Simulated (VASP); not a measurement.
Runs of VASP 6.6.1 on MgBe. It takes space group Pm-3m (No. 221, cubic). The conventional cell has a = 2.902 Å, b = 2.902 Å, c = 2.902 Å, α = 90.00°, β = 90.00°, γ = 90.00°. Mg (site symmetry m-3m) is surrounded by 8 Be at 2.51 Å. Around Be (site symmetry m-3m) lie 8 Mg at 2.51 Å. The cell was built by a generator and needn't be a form met in nature.

```tsv
task	level	cell	k mesh	cutoff (eV)	gap on the mesh (eV)	pressure (GPa)	relaxed volume (Å³/atom)
relaxation of cell and atoms	r2SCAN	relaxed	9 × 9 × 9	600	none	0.0	14.51
relaxation of cell and atoms	MS2	relaxed	9 × 9 × 9	600	none	-0.1	(a)
relaxation of the atoms	r2SCAN	atoms relaxed from: atoms moved at random, drawn with an rms of 0.02 Å	9 × 9 × 9	520	none	15.2	-
relaxation of cell and atoms	r2SCAN+D4	relaxed	9 × 9 × 9	600	none	0.0	14.42
```

Alike in all rows: potentials or basis VASP PAW PBE potentials, release 64 (Mg, Be); no spin polarisation; smearing methfessel-paxton 0.1 eV.

Task: Fill in the values left out.

Result: (a) 14.33.

Caveats: the PAW data sets were made with another functional, which shifts forces and pressure a little; the volume moved by over 15 % at a fixed basis, so the end points are rough (some runs); pairwise dispersion overbinds metals, which lowers pressure and volume (some runs).

A gap of «none» marks a metal or a gap under the smearing width.
